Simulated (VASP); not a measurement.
Crystal: Mg.

```
Mg
1.0
     3.20930    0.00000    0.00000
    -1.60465    2.77934    0.00000
     0.00000    0.00000    5.21030
Mg
2
Direct
  0.33333 0.66667 0.25000
  0.66667 0.33333 0.75000
```

* Program: VASP 6.6.1
* Task: relaxation of cell and atoms
* Functional: LDA
* Potentials or basis: VASP PAW LDA potentials, release 64 (Mg)
* Cutoff: 600 eV
* k mesh: 6 × 6 × 4
* Occupations: fermi-dirac, width 0.05 eV
* Spin: no spin polarisation

At the start: pressure -2.8 GPa; volume 23.24 Å³/atom.

Task: Where does the relaxation end?

Result: Over 3 steps the energy falls by 16.5 meV/atom and the volume is 21.48 Å³/atom (-7.5 %); space group P6_3/mmc (No. 194, to 0.05 Å).

Step by step:
```csv
step,energy change (eV),largest force (eV/Å),pressure (GPa),volume (Å³)
1,0.0000,0.0000,-2.79,46.47
2,-0.0308,0.0000,-0.80,43.80
3,-0.0330,0.0000,-0.03,42.97
```

Final structure:
```
Mg
1.0
     3.12647    0.00000    0.00000
    -1.56323    2.70760    0.00000
     0.00000    0.00000    5.07582
Mg
2
Cartesian
  0.0000 1.8051 1.2690
  1.5632 0.9025 3.8069
```

Caveat: the k mesh is coarse (spacing up to 0.38 Å⁻¹), so the values aren't converged.
